# Two programs, one semiconductor: forecasting the gap of InP

## The question

A laboratory computes the band gap of indium phosphide twice, with two different programs but with the same crystal and the same hybrid functional. How far apart will the two answers lie, and how well can the gap itself be guessed beforehand? Six related compounds are at hand, all with the zincblende structure, in which every atom has four neighbours of the other kind. The band gap is the energy between the highest filled and the lowest empty level. The direct gap is the smallest such energy when both levels belong to the same electron wave vector.

Zincblende compounds (space group F-43m) computed with VASP 6.6.1 and Ansatz 0.2.0, using HSE06 (screening parameter 0.2079 Å⁻¹), plane waves and PAW datasets, with cutoffs of 520 eV in VASP and 420 eV in Ansatz. The cells were relaxed with r2SCAN, and there is no spin polarisation. The k meshes and valence electron counts refer to the two-atom primitive cell.

```
formula  element on site A  Z A  element on site B  Z B  volume per atom (Å³)  shortest distance (Å)  VASP k mesh  band gap VASP (eV)  band gap Ansatz (eV)  VASP valence electrons  Ansatz valence electrons  direct gap VASP (eV)  direct gap Ansatz (eV)  band gap Ansatz less band gap VASP (eV)
     BN                  B    5                  N    7                  5.88                  1.563        8×8×8               5.779                 5.794                       8                         8                10.574                  10.592                                    0.015
    BAs                  B    5                 As   33                 13.68                  2.071        6×6×6               1.841                 1.833                       8                        18                 4.108                   4.112                                   -0.008
    AlN                 Al   13                  N    7                 10.43                  1.892        8×8×8               4.552                 4.552                       8                         8                 5.538                   5.547                                    0.000
    GaN                 Ga   31                  N    7                 11.38                  1.948        6×6×6               3.022                 3.005                      18                        18                 3.022                   3.005                                   -0.017
    GaP                 Ga   31                  P   15                 20.24                  2.360        6×6×6               2.264                 2.261                      18                        18                 2.794                   2.799                                   -0.003
   GaAs                 Ga   31                 As   33                 22.74                  2.454        6×6×6               1.360                 1.364                      18                        28                 1.360                   1.364                                    0.004
    InP                 In   49                  P   15                 25.77                  2.558        6×6×6                   ?                     ?                       ?                         ?                     ?                       ?                                        ?
```

## What the two programs share

The band gaps of the six known compounds agree within 0.017 eV. The largest disagreement is that of GaN, where it amounts to about 0.6 % of the gap. Some differences are positive and others negative, so neither program gives systematically wider gaps. The same closeness holds for the direct gaps, which differ by 0.018 eV at most.

Theory gives a plain reason. Both programs solve the same equations for the same positions of the atoms, so the physics that sets the gap enters both answers alike and drops out of their difference. A gap is also a distance between two levels of one calculation, so each program's arbitrary zero of energy cancels. What remains comes from the numerical description, such as the datasets that stand for the atomic cores, the number of plane waves and the treatment of the exchange term.

## Does the choice of core electrons matter?

The most visible difference between the datasets is the number of electrons treated explicitly. In BAs and GaAs, Ansatz counts ten more than VASP, because it treats the filled 3d shell of arsenic as valence while VASP freezes it in the core. Freezing a shell is safe when it keeps its atomic shape in the crystal. The 3d shell of arsenic lies deep and takes little part in bonding, so theory expects a small effect on the gap.

The numbers agree with this as far as they can. The two compounds with unequal counts differ by no more than 0.008 eV, less than BN and GaN, whose counts match. The electron count therefore does not order the disagreements. This is not a clean measurement of the 3d shell, however, since the datasets and cutoffs differ in other ways too, and such effects may offset each other.

## A larger trap: where the gap is read

Before the small differences are carried over to InP, it matters where in the band structure its gap will lie. BAs shows why. Its lowest empty level sits at a wave vector between the points of the regular mesh. On the mesh points alone VASP would give a gap of 7.618 − 5.669 = 1.949 eV, about 0.11 eV above the tabulated 1.841 eV. That is several times the largest disagreement between the programs.

Even the tabulated value rests on a search with a simpler functional, so the true minimum may be slightly lower. A compound whose gap lies at the centre of the zone, called Γ, avoids this trouble, because Γ is a point of the mesh. At Γ the electron wave has the same phase in every unit cell. GaN and GaAs have their gap there, while GaP has its lowest empty level close to another special point, X, on the boundary of the zone.

## Why the level at Γ is so sensitive

In the gallium compounds the lowest empty state at Γ is built mainly from s orbitals, with opposite signs on the two kinds of atom. It has a node in each bond and is therefore antibonding. The stronger the overlap of the orbitals, the higher this state is pushed. When the crystal expands, the overlap weakens, the state comes down and the direct gap shrinks. The lowest empty state at X contains more p character and responds less to the length of the bonds.

The step from GaP to GaAs shows the contrast. The direct gap at Γ falls by 1.43 eV, whereas the gap from the valence top to X falls by only 0.21 eV in the VASP levels. This is why GaP has an indirect gap and GaAs a direct one. The numbers show the unequal fall. That it comes from the different orbitals is standard theory, since this step changes both the volume and the element.

## From GaP to InP in two steps

InP differs from GaP only in its metal atom, so GaP is the natural starting point. The estimate counts two changes when indium replaces gallium, and leaves out any shift of the valence top caused by the new element itself. The crystal becomes larger, which lowers the empty state at Γ. The outer s level of indium also lies higher than that of gallium, which raises the same state. The forecast adds the two effects to the direct gap of GaP:

direct gap of InP ≈ direct gap of GaP + a · ln(V of InP / V of GaP) + w · δ

Here V is the volume per atom and a is the deformation potential, the change of the gap per unit change of ln V. A rough recalled value for such semiconductors is −8 eV. The symbol δ is the height of indium's s level above gallium's, roughly 0.7 eV. The factor w, also roughly 0.7, is the share of the metal's s orbital in the empty state, because a crystal state follows an atomic level only in proportion to that share.

The volume per atom grows from 20.24 to 25.77 Å³, and the logarithm of the ratio is 0.24. The first step therefore lowers the gap by about 1.93 eV. The second raises it by 0.7 × 0.7 = 0.49 eV. Starting from 2.794 eV in GaP, one arrives at 2.794 − 1.932 + 0.490 = 1.352 eV.

## How far to trust the estimate

The inputs are rounded, and the result leans on them. A change of 1 eV in the deformation potential moves the forecast by 0.24 eV. The step from GaP to GaAs gives a second warning: the volume term accounts for about 0.93 eV of the fall in the direct gap and leaves 0.50 eV to the exchange of phosphorus for arsenic. Replacing an element can thus matter by half an electronvolt, and for indium this part is only estimated. The error bar of 0.4 eV is a judgement, not a computed uncertainty.

GaN shows where the picture breaks down. Going from GaP to GaN by the volume term alone would give a direct gap of 3.022 + 4.378 = 7.400 eV, instead of the computed 3.022 eV. The volume shrinks by almost half, far beyond the range of a linear rule, and the much deeper s level of nitrogen should hold the antibonding state at Γ down. Keeping the non-metal is no guarantee either. From AlN to GaN the volume grows by only 9 %, yet the direct gap falls by 2.52 eV, of which the volume term gives about 0.70 eV. The recipe is therefore a rough estimate for the step from GaP to InP, not a general rule.

One reservation concerns the forecaster. The measured gap of InP was known to me when the inputs were chosen. The estimate of the gap is therefore a reasoned one but not a blind one.

## The forecasts

For the difference between the programs, the model is a single common offset, the least-squares constant through the six known differences. It comes out at −0.002 ± 0.004 eV, which is zero for any practical use. Twice the typical scatter of the six rows is 0.02 eV. The range is widened to 0.03 eV because the indium datasets have not been compared in any known row.

The remaining forecasts rest on the gallium compounds. In GaP and GaAs the gap to X is near 2 eV, though it is far wider in GaN with its much smaller cell. A third candidate is L, another special point on the boundary of the zone. In GaAs its lowest empty level lies 5.191 − 3.447 = 1.744 eV above the valence top, lower than the one at X. If these values roughly hold in InP, the state at Γ should be the lowest, though at the upper end of the error bar its lead over L would vanish. The gallium datasets of both programs treat the 3d shell as valence. By analogy those of indium should include the 4d shell, which gives thirteen electrons, to which phosphorus adds five.

- Band gap Ansatz less band gap VASP: 0.00 ± 0.03 eV.
- Band gap in either program: 1.35 ± 0.4 eV.
- Kind of gap: direct, at Γ, so that band gap and direct gap coincide.
- Valence electrons: 18 in both programs.

## The computed values

The withheld rows as computed:

```
formula  element on site A  Z A  element on site B  Z B  volume per atom (Å³)  shortest distance (Å)  VASP k mesh  band gap VASP (eV)  band gap Ansatz (eV)  VASP valence electrons  Ansatz valence electrons  direct gap VASP (eV)  direct gap Ansatz (eV)  band gap Ansatz less band gap VASP (eV)
    InP                 In   49                  P   15                 25.77                  2.558        6×6×6               1.353                 1.357                      18                        18                 1.353                   1.357                                    0.004
```

The programs differ by 0.004 eV, well inside the forecast range. The new element has brought no visible extra disagreement, so the widening of the range was not needed in this case. The electron counts are 18 in both programs, as expected. This single compound supports the analogy between gallium and indium datasets but does not test other heavy elements.

The gap is direct in both programs, since band gap and direct gap are equal. In the VASP levels of InP the valence top and the lowest empty level both lie at Γ. The ordering agrees with the argument that expansion brings the s-like state down below the one at X. As the gap is then read at a mesh point, the trap met in BAs does not arise.

## Why the hit on the gap is too good

The forecast of 1.35 eV lies 0.003 eV below the VASP value and 0.007 eV below the Ansatz value. Such closeness does not measure the quality of the model. With a deformation potential of −7 instead of −8 eV, an equally defensible choice, the forecast would have been about 1.6 eV. That would still have been a hit within the error bar, but an ordinary one.

The total also does not confirm its two parts. A stronger effect of volume with a higher s level of indium would give the same sum. What the result supports is only their sum, a large net fall of the direct gap from GaP to InP. That expansion lowers the gap strongly and the higher metal level gives back a smaller amount is argued from theory, not shown by this one value.

## What agreement between programs is worth

Two programs whose gaps agree within 0.02 eV in all seven compounds have shown that their numerical machinery is consistent at that level. They have not shown that the gap is right in nature, because they share the functional, the crystal cell and the neglect of spin–orbit coupling. In GaAs that coupling alone would lower the gap by roughly 0.1 eV, far more than the 0.004 eV between the programs. Anyone who compares such gaps with a measurement should therefore look first at these shared choices, and only then at the name of the program.
